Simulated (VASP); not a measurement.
VASP input:

**POSCAR**
```
SnTe
1
   -0.0000000000     3.1249248522     3.1249248522
    3.1249248522     0.0000000000     3.1249248522
    3.1249248522     3.1249248522    -0.0000000000
Sn Te
1 1
Direct
  0.0000000000   0.0000000000   0.0000000000
  0.2500000000   0.2500000000   0.2500000000
```

File KPOINTS:
```
Automatic mesh
0
Gamma
10 10 10
0 0 0
```

INCAR:
```
SYSTEM = SnTe
PREC = Accurate
ENCUT = 500
EDIFF = 1E-6
NELM = 100
ALGO = Normal
LREAL = .FALSE.
LASPH = .TRUE.
ISMEAR = 1
SIGMA = 0.1
GGA = PS
LMAXMIX = 4
LWAVE = .FALSE.
LCHARG = .FALSE.
IBRION = 2
ISIF = 3
NSW = 40
EDIFFG = -0.02
PSTRESS = 200
```

POTCAR, in this order: Sn_d Te (PBE.64 set). Program: vasp_std.

Problem. Write an equivalent input for Ansatz.

Solution. One equivalent input (not run):
Ansatz 0.2 input:
```yaml
crystal:
  lattice:
    - [0.0000000, 3.1249249, 3.1249249]
    - [3.1249249, 0.0000000, 3.1249249]
    - [3.1249249, 3.1249249, 0.0000000]
  atoms:
    - { symbol: Sn, position: [0.0000000, 0.0000000, 0.0000000] }
    - { symbol: Te, position: [0.2500000, 0.2500000, 0.2500000] }
kpoints:
  mp_grid: { grid: [10, 10, 10] }
hamiltonian:
  xc: pbesol
  pseudopotentials: { kind: paw }
scf:
  occupations: { method: methfessel_paxton, width: 0.1 }
  max_iter: 100
relax:
  max_steps: 40
  f_tol: 0.02
  cell: { p_target: 20 }
output: { forces: true, stress: true, eigenvalues: true }
```
The two are equivalent in intent, not identical: each code has its own PAW files, so the cut-off isn't converted (ENCUT is set for VASP's; basis.ecutwfc is left out, and Ansatz then takes the one that its files recommend); Ansatz stops its SCF on the density residual and VASP on the energy change (EDIFF).

The structure was generated: SnTe was put into the zinc blende type (F-43m), which need not be its known phase. It was relaxed first under an external pressure of 20 GPa.
